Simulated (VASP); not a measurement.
Given:

```xyz
5
Lattice="10.7108 -2.2211 0.0403 10.7108 2.2211 0.0403 10.2358 0.0000 3.8579" Properties=species:S:1:pos:R:3 pbc="T T T"
Bi    12.5864     0.0000     1.5658
Bi    19.0710     0.0000     2.3726
Te     0.0000     0.0000     0.0000
Te     6.8062     0.0000     0.8467
Te    24.8512     0.0000     3.0917
```

Method: PBE GGA, VASP's PBE PAW potentials (set 64) (plane waves; VASP). Settings: 400 eV cut-off, Gaussian smearing of 0.050 eV, potentials Bi_d Te.

Without a dispersion term in the relaxation, distances and binding between the weakly bound layers, chains or molecules are unreliable, and so is what depends on them. Unless said otherwise, spin-orbit coupling is left out, though it shifts the bands of the heavy elements here.

Give the energies of bands 16 to 27 at the high-symmetry points, in eV from the valence-band maximum.

| band | Γ | T | H2 | L | S0 | F |
|---|---|---|---|---|---|---|
| 16 | -1.86 | -2.29 | -4.23 | -4.68 | -4.24 | -4.47 |
| 17 | -1.78 | -1.50 | -3.80 | -3.06 | -3.82 | -3.67 |
| 18 | -1.45 | -1.50 | -3.77 | -3.03 | -3.77 | -3.32 |
| 19 | -1.45 | -1.30 | -3.36 | -2.84 | -3.36 | -2.94 |
| 20 | -1.31 | -1.19 | -2.82 | -2.55 | -2.59 | -2.15 |
| 21 | -1.31 | -1.19 | -2.33 | -2.40 | -2.56 | -1.63 |
| 22 | -0.63 | -0.76 | -1.43 | -1.74 | -1.34 | -1.49 |
| 23 | -0.63 | -0.76 | -0.76 | -0.72 | -0.92 | -1.03 |
| 24 | 0.00 | -0.27 | -0.57 | -0.48 | -0.53 | -0.87 |
| 25 | 0.49 | 0.79 | 1.50 | 0.88 | 1.47 | 1.36 |
| 26 | 1.05 | 1.30 | 1.85 | 1.58 | 2.20 | 1.53 |
| 27 | 1.05 | 1.30 | 2.52 | 2.69 | 2.23 | 2.15 |

The gap is direct, 0.49 eV, from the valence maximum at Γ to the conduction minimum at Γ.

The compound is Bi2Te3 in the tetradymite structure. It was relaxed first, which changed the volume by +8 %.
